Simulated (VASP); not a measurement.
Consider the following.

```xyz
2
Lattice="0.0000 2.8458 2.8458 2.8458 0.0000 2.8458 2.8458 2.8458 0.0000" Properties=species:S:1:pos:R:3 pbc="T T T"
Ge     0.0000     0.0000     0.0000
Ge     1.4229     1.4229     1.4229
```

Computed with PBE GGA with D4 dispersion, VASP's PBE PAW potentials (set 64) (plane waves; VASP). Numerical set-up: 520 eV cut-off, Gaussian smearing of 0.050 eV, potentials Ge_d.

Problem. Give the energies of bands 12 to 17 at the high-symmetry points, in eV from the Fermi level.

Solution. 
```json
[
 {"band": "12", "Γ": "-0.13", "X": "-8.82", "U": "-8.24", "L": "-7.51", "W": "-8.73"},
 {"band": "13", "Γ": "0.00", "X": "-3.01", "U": "-4.24", "L": "-1.38", "W": "-3.82"},
 {"band": "14", "Γ": "0.00", "X": "-3.01", "U": "-2.58", "L": "-1.38", "W": "-3.82"},
 {"band": "15", "Γ": "0.00", "X": "0.78", "U": "1.17", "L": "0.13", "W": "4.26"},
 {"band": "16", "Γ": "2.55", "X": "0.78", "U": "4.05", "L": "3.74", "W": "4.26"},
 {"band": "17", "Γ": "2.55", "X": "9.37", "U": "7.11", "L": "3.74", "W": "4.71"}
]
```

It has no gap at this level: it comes out as a metal or semimetal.

Measured: gap 0.79 eV (computed value off by -0.79 eV), as given by Anna Miglio et al., npj Computational Materials (2020), arXiv:2011.12765 [measured zero-point renormalisation of 52 meV added back].

The compound is Ge in the diamond structure. It was relaxed first.
